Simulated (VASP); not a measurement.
Level of theory: vdW-DF-cx, VASP's PBE PAW potentials (set 64) (plane waves; VASP).

VASP ran on this input.

### KPOINTS
```
Automatic mesh
0
Gamma
8 8 2
0 0 0
```

**INCAR**
```
SYSTEM = WS2
PREC = Accurate
ENCUT = 520
EDIFF = 1E-7
NELM = 100
ALGO = Normal
LREAL = .FALSE.
LASPH = .TRUE.
ISMEAR = 0
SIGMA = 0.05
GGA = CX
LUSE_VDW = .TRUE.
AGGAC = 0.0
LMAXMIX = 6
LWAVE = .FALSE.
LCHARG = .FALSE.
ISIF = 4
IBRION = 2
NSW = 30
EDIFFG = -0.01
```

POSCAR:
```
WS2
1
    1.5607323089    -2.7032676343     0.0000000000
    1.5607323089     2.7032676343     0.0000000000
    0.0000000000     0.0000000000    12.2294299707
W S
2 4
Direct
  0.3333330000   0.6666670000   0.2500000000
  0.6666670000   0.3333330000   0.7500000000
  0.3333330000   0.6666670000   0.8777013686
  0.6666670000   0.3333330000   0.3777013686
  0.6666670000   0.3333330000   0.1222986314
  0.3333330000   0.6666670000   0.6222986314
```

POTCAR, in this order: W_sv S (PBE.64 set). Program: vasp_std.

### Question
Estimate the energy per atom (σ→0).

### Answer

The energy per atom (σ→0) is -6.120 eV/atom.

### OSZICAR
```
...
DAV:   3    -0.367236823095E+02    0.19891E-02   -0.42106E-03  1461   0.414E-01    0.231E-01
DAV:   4    -0.367226111973E+02    0.10711E-02   -0.39561E-03  1459   0.323E-01    0.123E-01
DAV:   5    -0.367225719789E+02    0.39218E-04   -0.28759E-04  1527   0.105E-01    0.641E-02
DAV:   6    -0.367225609319E+02    0.11047E-04   -0.57301E-05  1662   0.423E-02    0.195E-02
DAV:   7    -0.367225600749E+02    0.85693E-06   -0.10446E-05  1516   0.180E-02    0.145E-02
DAV:   8    -0.367225602584E+02   -0.18343E-06   -0.82019E-07  1347   0.565E-03    0.620E-03
DAV:   9    -0.367225603121E+02   -0.53725E-07   -0.10589E-07   956   0.213E-03
   5 F= -.36722560E+02 E0= -.36722560E+02  d E =-.132848E-01
```

The compound is WS2 in the 2H layered structure. This cell is one point of a volume scan, at 0.97 of the reference volume. Symmetry was kept, so distortions that lower it aren't found.
